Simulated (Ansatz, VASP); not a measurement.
## GaAsH2 (H-GaAs-H chair bilayer, AA) in two plane-wave programs

Aim: how closely do two programs agree when they are given the same cell, functional and k mesh? The cell is taken from a series of runs on this material, whose earlier steps may have relaxed, scaled, displaced or heated it; both programs get it as it stands.

Method: plane waves, with VASP 6.6.1 beside it; single point at PBE with D3(BJ), in Ansatz 0.2.0.

**1. The structure**

The cell holds 8 atoms: 4 H, 2 As and 2 Ga. Cell: a = 4.047 Å, b = 4.047 Å, c = 26.744 Å, α = 90.0°, β = 90.0°, γ = 120.0°. Vacuum lies along c.

As a file:

```
H As Ga
1.0
     4.04706    0.00000    0.00000
    -2.02353    3.50486    0.00000
     0.00000    0.00000   26.74426
H As Ga
4 2 2
Direct
  0.66667 0.33333 0.33652
  0.33333 0.66667 0.48105
  0.66667 0.33333 0.51909
  0.33333 0.66667 0.66348
  0.66667 0.33333 0.39333
  0.66667 0.33333 0.57577
  0.33333 0.66667 0.42282
  0.33333 0.66667 0.60513
```

**2. VASP: single point, PBE with D3(BJ)**

With cell and atoms fixed, the geometry can't cause a difference; cores, projectors, grids and the points listed under the comparison can.

Lines of VASP's logs that name or quote its potential files are left out, and so is its time.

INCAR reads:

```
SYSTEM = GaAsH2
PREC = Accurate
ENCUT = 400
EDIFF = 1E-06
NELM = 120
ISMEAR = -1
SIGMA = 0.05
LREAL = .FALSE.
ALGO = Normal
GGA = PE
IVDW = 12
NBANDS = 28
LORBIT = 11
LWAVE = .FALSE.
LCHARG = .FALSE.
ISIF = 2
LDIPOL = .TRUE.
IDIPOL = 3
DIPOL = 0.5 0.5 0.5
LVHAR = .TRUE.
LASPH = .TRUE.
GGA_COMPAT = .FALSE.
EFERMI = MIDGAP
NELMDL = -8
KPAR = 2
```

POSCAR reads:

```
GaAsH2
1.0
    4.0470600555      0.0000000000      0.0000000000
   -2.0235300277      3.5048568187      0.0000000000
    0.0000000000      0.0000000000     26.7442617614
H As Ga
4 2 2
Direct
    0.6666666667      0.3333333333      0.3365207864
    0.3333333334      0.6666666666      0.4810498267
    0.6666666667      0.3333333333      0.5190895302
    0.3333333334      0.6666666666      0.6634792136
    0.6666666667      0.3333333333      0.3933302405
    0.6666666667      0.3333333333      0.5757659204
    0.3333333334      0.6666666666      0.4228227518
    0.3333333334      0.6666666666      0.6051323182
```

KPOINTS reads:

```
Automatic mesh
0
Gamma
12 12 1
0 0 0
```

Potentials, in the order of the species: H, As and Ga_d (PBE family, release 64).

Command:

```bash
$ mpirun -np 2 vasp_std
```

Numbers of over 12 decimals in the logs are rounded to 6 here.

The program printed:

```text
[banner, memory and clock lines left out]
running    2 mpi-ranks, on    1 nodes
 distrk:  each k-point on    1 cores,    2 groups
 distr:  one band on    1 cores,    1 groups

 POSCAR found type information on POSCAR H AsGa
 POSCAR found :  3 types and       8 ions
 LDA part: xc-table for (Slater+PW92), standard interpolation
 POSCAR, INCAR and KPOINTS ok, starting setup
 FFT: planning ... GRIDC
 FFT: planning ... GRID_SOFT
 FFT: planning ... GRID
 WAVECAR not read
 entering main loop
       N       E                     dE             d eps       ncg     rms          rms(c)
DAV:   1     0.215121402539E+03    0.21512E+03   -0.15094E+04  1168   0.103E+03
DAV:   2    -0.517329160241E+01   -0.22029E+03   -0.21414E+03  1312   0.250E+02
DAV:   3    -0.289738366436E+02   -0.23801E+02   -0.23685E+02  1292   0.913E+01
DAV:   4    -0.299146464673E+02   -0.94081E+00   -0.93940E+00  1472   0.205E+01
DAV:   5    -0.299349515481E+02   -0.20305E-01   -0.20300E-01  1400   0.278E+00
DAV:   6    -0.299357848235E+02   -0.83328E-03   -0.83326E-03  1580   0.490E-01
DAV:   7    -0.299358131707E+02   -0.28347E-04   -0.28347E-04  1536   0.768E-02
DAV:   8    -0.299358135036E+02   -0.33291E-06   -0.33275E-06  1308   0.977E-03    0.696E+00
DAV:   9    -0.290279599295E+02    0.90785E+00   -0.64965E-01  1500   0.107E+01    0.395E+00
DAV:  10    -0.287340152477E+02    0.29394E+00   -0.16334E+00  1280   0.700E+00    0.818E-01
DAV:  11    -0.287344144485E+02   -0.39920E-03   -0.30084E-01  1284   0.478E+00    0.473E-01
DAV:  12    -0.287329502742E+02    0.14642E-02   -0.29334E-02  1392   0.136E+00    0.114E-01
DAV:  13    -0.287330696724E+02   -0.11940E-03   -0.28240E-03  1448   0.365E-01    0.775E-02
DAV:  14    -0.287327217898E+02    0.34788E-03   -0.11656E-03  1280   0.196E-01    0.329E-02
[...]
DAV:  19    -0.287336029140E+02   -0.91964E-04   -0.51368E-06  1188   0.857E-03    0.229E-03
DAV:  20    -0.287337033764E+02   -0.10046E-03   -0.41180E-06  1040   0.841E-03    0.136E-03
DAV:  21    -0.287337321886E+02   -0.28812E-04   -0.77314E-07  1040   0.392E-03    0.675E-04
DAV:  22    -0.287337505268E+02   -0.18338E-04   -0.75672E-07   952   0.266E-03    0.576E-04
DAV:  23    -0.287337574084E+02   -0.68817E-05   -0.30765E-07  1016   0.192E-03    0.274E-04
DAV:  24    -0.287337592365E+02   -0.18281E-05   -0.64739E-08  1028   0.103E-03    0.199E-04
DAV:  25    -0.287337617146E+02   -0.24781E-05   -0.51788E-08   972   0.896E-04    0.139E-04
DAV:  26    -0.287337623807E+02   -0.66607E-06   -0.15330E-08  1044   0.621E-04
   1 F= -.29654625E+02 E0= -.29654619E+02  d E =-.106896E-04
```

From OUTCAR (step 2):

```text
ion  position               nearest neighbor table
   1  0.667  0.333  0.337-   5 1.52
   2  0.333  0.667  0.481-   7 1.56
   3  0.667  0.333  0.519-   6 1.52
   4  0.333  0.667  0.663-   8 1.56
   5  0.667  0.333  0.393-   1 1.52   7 2.47   7 2.47   7 2.47
   6  0.667  0.333  0.576-   3 1.52   8 2.47   8 2.47   8 2.47
   7  0.333  0.667  0.423-   2 1.56   5 2.47   5 2.47   5 2.47
   8  0.333  0.667  0.605-   4 1.56   6 2.47   6 2.47   6 2.47

  LATTYP: Found a hexagonal cell.
 ALAT       =     4.0470600555
 C/A-ratio  =     6.6083184817

 Subroutine GETGRP returns: Found  6 space group operations
 (whereof  6 operations were pure point group operations)

The static configuration has the point symmetry C_3v.

 Found     19 irreducible k-points:

   k-points           NKPTS =     19   k-points in BZ     NKDIM =     19   number of bands    NBANDS=     28

   dimension x,y,z NGX =    28 NGY =   28 NGZ =  180
   dimension x,y,z NGXF=    56 NGYF=   56 NGZF=  360

   ENCUT  =  400.0 eV  29.40 Ry    5.42 a.u.   6.60  6.60 43.61*2*pi/ulx,y,z

   NELECT =      40.0000    total number of electrons

 k-points in reciprocal lattice and weights: Automatic mesh
   0.00000000  0.00000000  0.00000000       0.007
   0.08333333  0.00000000  0.00000000       0.042
   0.16666667  0.00000000  0.00000000       0.042
   0.25000000  0.00000000  0.00000000       0.042
   0.33333333  0.00000000  0.00000000       0.042
   0.41666667  0.00000000  0.00000000       0.042
   0.50000000  0.00000000  0.00000000       0.021
   0.08333333  0.08333333  0.00000000       0.042
   0.16666667  0.08333333  0.00000000       0.083
[...]
0.33333333  0.25000000  0.00000000       0.083
   0.33333333  0.33333333  0.00000000       0.014

 dipolmoment           0.000000      0.000000      0.181429 electrons x Angstroem

 average (electrostatic) potential at core
       1 -40.6727       2 -38.7192       3 -39.6673       4 -37.6280       5 -57.4202
       6 -56.3729       7 -72.9924       8 -71.9545

 E-fermi :  -2.1529

 k-point     1 :       0.0000    0.0000    0.0000
  band No.  band energies     occupation
    ...
     16      -4.4582      2.00000
     17      -3.5912      2.00000
     18      -3.5912      2.00000
     19      -2.5510      1.99930
     20      -2.5510      1.99930
     21      -1.8010      0.00176
     22      -0.7565      0.00000
     23       0.1900      0.00000
     24       1.4565      0.00000
     25       1.4565      0.00000
    ...

 k-point     2 :       0.0833    0.0000    0.0000
  band No.  band energies     occupation
    ...
     16      -4.6145      2.00000
     17      -4.0891      2.00000
     18      -3.7133      2.00000
     19      -3.1594      2.00000
     20      -2.6732      1.99994
     21      -1.1908      0.00000
     22      -0.1946      0.00000
     23       0.2221      0.00000
     24       1.3275      0.00000
     25       1.5534      0.00000
    ...

 k-point     3 :       0.1667    0.0000    0.0000
  band No.  band energies     occupation
    ...
     16      -5.3136      2.00000
     17      -4.4778      2.00000
     18      -4.0081      2.00000
     19      -3.9817      2.00000
     20      -2.9681      2.00000
     21      -0.5689      0.00000
     22       0.2255      0.00000
     23       0.5156      0.00000
     24       1.4806      0.00000
     25       1.7146      0.00000
    ...

 Edisp (eV)   -0.92086

  Total      -0.23091    -0.23091    -0.05466    -0.00000     0.00000    -0.00000
  in kB      -0.97523    -0.97523    -0.23084    -0.00000     0.00000    -0.00000
  external pressure =       -0.73 kB  Pullay stress =        0.00 kB

  energy-cutoff  :      400.00
  volume of cell :      379.35
      direct lattice vectors                 reciprocal lattice vectors
     4.047060056  0.000000000  0.000000000     0.247092948  0.142659180  0.000000000
    -2.023530028  3.504856819  0.000000000     0.000000000  0.285318360  0.000000000
     0.000000000  0.000000000 26.744261761     0.000000000  0.000000000  0.037391198

 POSITION                                       TOTAL-FORCE (eV/Angst)
 -----------------------------------------------------------------------------------
      2.02353      1.16829      9.00000        -0.000000     -0.000000     -0.092634
      0.00000      2.33657     12.86532        -0.000000     -0.000000     -0.019259
      2.02353      1.16829     13.88267        -0.000000     -0.000000     -0.094201
      0.00000      2.33657     17.74426        -0.000000     -0.000000     -0.017938
      2.02353      1.16829     10.51933        -0.000000     -0.000000      0.076326
      2.02353      1.16829     15.39843        -0.000000     -0.000000      0.077393
      0.00000      2.33657     11.30808         0.000000      0.000000      0.036407
      0.00000      2.33657     16.18382         0.000000     -0.000000      0.033907
 -----------------------------------------------------------------------------------
    total drift:                                0.000007     -0.000005      0.000178

  FREE ENERGIE OF THE ION-ELECTRON SYSTEM (eV)
  ---------------------------------------------------
  free  energy   TOTEN  =       -29.6546247586 eV

  energy  without entropy=      -29.6546140690  energy(sigma->0) =      -29.65461941

 vacuum level on the upper side and lower side of the slab         3.386         1.072

 total charge
# of ion       s       p       d       tot
------------------------------------------
    1        0.537   0.017   0.000   0.554
    2        0.534   0.010   0.000   0.544
    3        0.540   0.017   0.000   0.557
    4        0.533   0.010   0.000   0.542
    5        1.196   1.623   0.043   2.861
    6        1.196   1.623   0.044   2.863
    7        0.878   0.864   9.991  11.734
    8        0.875   0.864   9.991  11.729
--------------------------------------------------
tot          6.288   5.028  20.068  31.384

[... 3 further parts left out ...]
```

[end of part 1 of 2]

[Lines on the potential files, build, host, timing and source positions are cut from VASP's logs without a mark.]

[Logs are printed without paths, hosts, clocks, repeated set-up lines and the standing remarks that a program may print on its own settings, such as how far it seeks lower states.]

[Hosts, paths, dates, database ids (printed as entryN), source tags and the programs' standing remarks are cut or masked in the printed files.]
